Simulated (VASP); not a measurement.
All values below come from PBEsol GGA, VASP's PBE PAW potentials (set 64) (plane waves; VASP).

VASP input:

INCAR:
```
SYSTEM = AgCl
PREC = Accurate
ENCUT = 520
EDIFF = 1E-7
NELM = 100
ALGO = Normal
LREAL = .FALSE.
LASPH = .TRUE.
ISMEAR = -5
GGA = PS
LMAXMIX = 4
LWAVE = .FALSE.
LCHARG = .TRUE.
LORBIT = 11
NEDOS = 601
ISIF = 2
```

POSCAR:
```
AgCl
1.0
  0.0000000000   2.7221652666   2.7221652666
  2.7221652666   0.0000000000   2.7221652666
  2.7221652666   2.7221652666   0.0000000000
Ag Cl
1 1
Cart
  0.0000000000   0.0000000000   0.0000000000
  2.7221652666   2.7221652666   2.7221652666
```

**KPOINTS**
```
K-points
0
Gamma
9 9 9
```

POTCAR, in this order: Ag Cl (PBE.64 set). Program: vasp_std.

Output

**OSZICAR**
```
       N       E                     dE             d eps       ncg     rms          rms(c)
DAV:   1     0.103401286040E+03    0.10340E+03   -0.90624E+03   934   0.126E+03
DAV:   2    -0.185916938130E+01   -0.10526E+03   -0.99699E+02  1060   0.258E+02
DAV:   3    -0.618424644759E+01   -0.43251E+01   -0.43117E+01  1090   0.560E+01
DAV:   4    -0.621998079980E+01   -0.35734E-01   -0.35728E-01  1025   0.567E+00
DAV:   5    -0.622045851024E+01   -0.47771E-03   -0.47770E-03  1115   0.653E-01    0.781E+00
DAV:   6    -0.606512559820E+01    0.15533E+00   -0.37550E-01   991   0.876E+00    0.508E+00
DAV:   7    -0.606248435305E+01    0.26412E-02   -0.75181E-02   925   0.220E+00    0.213E+00
DAV:   8    -0.606109612246E+01    0.13882E-02   -0.43009E-03   995   0.835E-01    0.326E-01
DAV:   9    -0.606105728409E+01    0.38838E-04   -0.57043E-04  1035   0.341E-01    0.450E-02
DAV:  10    -0.606107689745E+01   -0.19613E-04   -0.34448E-05   985   0.606E-02    0.179E-02
DAV:  11    -0.606108277500E+01   -0.58776E-05   -0.48388E-06   950   0.231E-02    0.272E-03
DAV:  12    -0.606108271033E+01    0.64673E-07   -0.28538E-07  1090   0.740E-03
   1 F= -.60610827E+01 E0= -.60610827E+01  d E =0.000000E+00
```

**OUTCAR**
```
------------------------ aborting loop because EDIFF is reached ----------------------------------------
  FORCE on cell =-STRESS in cart. coord.  units (eV):
  Direction    XX          YY          ZZ          XY          YZ          ZX
  --------------------------------------------------------------------------------------
  Total        0.0004081      0.0004081      0.0004081     -0.0000000      0.0000000     -0.0000000
  in kB        0.0162066      0.0162066      0.0162066     -0.0000000      0.0000000     -0.0000000
  external PRESSURE =       0.0162066 kB  Pullay stress =       0.0000000 kB
  volume of cell :       40.34
      direct lattice vectors                 reciprocal lattice vectors
     0.000000000  2.722165267  2.722165267    -0.183677312  0.183677312  0.183677312
     2.722165267  0.000000000  2.722165267     0.183677312 -0.183677312  0.183677312
     2.722165267  2.722165267  0.000000000     0.183677312  0.183677312 -0.183677312
  FREE ENERGIE OF THE ION-ELECTRON SYSTEM (eV)
  ---------------------------------------------------
  free  energy   TOTEN  =        -6.0610827103 eV

  energy  without entropy=       -6.0610827103  energy(sigma->0) =       -6.06108271

 total charge

# of ion       s       p       d       tot
------------------------------------------
    1        0.217   0.163   9.359   9.739
    2        1.594   3.442   0.000   5.036
--------------------------------------------------
tot          1.811   3.605   9.359  14.775
```
(Selected blocks of OUTCAR.)

The compound is AgCl in the rock salt structure. It was relaxed first, which changed the volume by -6 %.
